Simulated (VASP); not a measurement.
Output of a VASP run:

File OSZICAR:
```
       N       E                     dE             d eps       ncg     rms          rms(c)
DAV:   1     0.122848178552E+03    0.12285E+03   -0.12568E+04  1744   0.162E+03
DAV:   2    -0.891399137303E+01   -0.13176E+03   -0.12596E+03  1461   0.411E+02
DAV:   3    -0.119475132537E+02   -0.30335E+01   -0.30002E+01  1866   0.744E+01
DAV:   4    -0.119896270809E+02   -0.42114E-01   -0.42103E-01  1586   0.853E+00
DAV:   5    -0.119909200562E+02   -0.12930E-02   -0.12930E-02  1870   0.156E+00    0.127E+01
DAV:   6    -0.143338132630E+02   -0.23429E+01   -0.30851E+01  1614   0.115E+02    0.222E+01
DAV:   7    -0.105815869534E+02    0.37522E+01   -0.10582E+01  1612   0.708E+01    0.211E+00
DAV:   8    -0.105552987562E+02    0.26288E-01   -0.42898E-01  1891   0.906E+00    0.874E-01
DAV:   9    -0.105456950808E+02    0.96037E-02   -0.20543E-02  1904   0.233E+00    0.260E-01
DAV:  10    -0.105451338859E+02    0.56119E-03   -0.15039E-03  1976   0.797E-01    0.749E-02
DAV:  11    -0.105451334523E+02    0.43353E-06   -0.64911E-05  1981   0.103E-01    0.157E-02
DAV:  12    -0.105451320340E+02    0.14183E-05   -0.41014E-06  1626   0.384E-02    0.405E-03
DAV:  13    -0.105451319342E+02    0.99786E-07   -0.12091E-07   733   0.477E-03
   1 F= -.10545132E+02 E0= -.10544944E+02  d E =-.562705E-03
```

### OUTCAR
```
------------------------ aborting loop because EDIFF is reached ----------------------------------------
  FORCE on cell =-STRESS in cart. coord.  units (eV):
  Direction    XX          YY          ZZ          XY          YZ          ZX
  --------------------------------------------------------------------------------------
  Total       -0.0645778     -0.0645778     -0.0645778      0.0000000      0.0000000      0.0000000
  in kB       -4.2864721     -4.2864721     -4.2864721      0.0000000      0.0000000      0.0000000
  external PRESSURE =      -4.2864721 kB  Pullay stress =       0.0000000 kB
  volume of cell :       24.14
      direct lattice vectors                 reciprocal lattice vectors
     2.890000000  0.000000000  0.000000000     0.346020761  0.000000000  0.000000000
     0.000000000  2.890000000  0.000000000     0.000000000  0.346020761  0.000000000
     0.000000000  0.000000000  2.890000000     0.000000000  0.000000000  0.346020761
 POSITION                                       TOTAL-FORCE (eV/Angst)
 -----------------------------------------------------------------------------------
      1.44500      1.44500      1.44500         0.000000      0.000000      0.000000
      0.00000      0.00000      0.00000         0.000000      0.000000      0.000000
 -----------------------------------------------------------------------------------
    total drift:                                0.000000      0.000000      0.000000
  FREE ENERGIE OF THE ION-ELECTRON SYSTEM (eV)
  ---------------------------------------------------
  free  energy   TOTEN  =       -10.5451319342 eV

  energy  without entropy=      -10.5445692293  energy(sigma->0) =      -10.54494437
```
(Selected blocks of OUTCAR.)

File POSCAR:
```
NiAl
1
    2.8900000000     0.0000000000     0.0000000000
    0.0000000000     2.8900000000     0.0000000000
    0.0000000000     0.0000000000     2.8900000000
Al Ni
1 1
Direct
  0.5000000000   0.5000000000   0.5000000000
  0.0000000000   0.0000000000   0.0000000000
```

Task: Reconstruct the remaining input files.

Result: This is not unique; one that fits is the input of the run itself, PBE GGA, plane waves, VASP's PBE PAW potentials (set 64).

**KPOINTS**
```
kpoints
0
Gamma
11 11 11
0 0 0
```

INCAR:
```
# general
SYSTEM  = NiAl
PREC    = Accurate
ENCUT   = 520
LREAL   = .FALSE.
LASPH   = .TRUE.

# electronic loop
EDIFF   = 1E-6
NELM    = 100
ALGO    = Normal
LMAXMIX = 4

# smearing
ISMEAR  = 1
SIGMA   = 0.1

# functional
GGA     = PE

# ions
ISIF    = 2

# output
LWAVE   = .FALSE.
LCHARG  = .FALSE.
```

POTCAR, in this order: Al Ni_pv (PBE.64 set). Program: vasp_std.

The compound is NiAl in the CsCl type structure. The cell was not relaxed at this level. The run is one of a series of settings (ENCUT = 520, POTCAR Al Ni_pv (PBE.64 set) against the base run), some of them coarse on purpose. The run is not spin-polarised, so no magnetic state was tried. The electron count is odd and the run is not spin-polarised, which forces a metal.
